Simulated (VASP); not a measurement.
```
C
1.0
    1.20774    -2.09187     0.00000
    1.20774     2.09187     0.00000
    0.00000     0.00000     7.78278
C
4
Direct
  0.00000   0.00000   0.25000
  0.00000   0.00000   0.75000
  0.33333   0.66667   0.25000
  0.66667   0.33333   0.75000
```

The numbers are results of PW91 GGA, VASP's PBE PAW potentials (set 64) (plane waves; VASP), not measurements. Numerical set-up: 520 eV cut-off, 10×10×3 Γ-centred mesh, Gaussian smearing of 0.050 eV, potentials C.

Without a dispersion term in the relaxation, distances and binding between the weakly bound layers, chains or molecules are unreliable, and so is what depends on them.

**Question.** The ions and cell shape at fixed volume are relaxed. Give the cell that the relaxation ends in.

**Answer.** 
```
C
1.0
    1.23227    -2.13436     0.00000
    1.23227     2.13436     0.00000
    0.00000     0.00000     7.47598
C
4
Direct
  0.00000   0.00000   0.25000
  0.00000   0.00000   0.75000
  0.33333   0.66667   0.25000
  0.66667   0.33333   0.75000
```
Space group P6_3/mmc (194), at a tolerance of 0.03 Å.

**Question.** How much energy does the relaxation gain?

**Answer.** The energy (σ→0) changes by -28.9 meV/atom, in 3 ionic steps.

```tsv
step	E(σ→0) (eV)	max force (eV/Å)	pressure (GPa)	volume (Å³)
1	-36.8374	0.000	16.32	39.33
2	-36.9493	0.000	-1.88	39.33
3	-36.9531	0.000	0.81	39.33
```

The compound is C in the graphite structure. This cell is one point of a volume scan, at 0.94 of the reference volume. Symmetry was kept, so distortions that lower it aren't found.
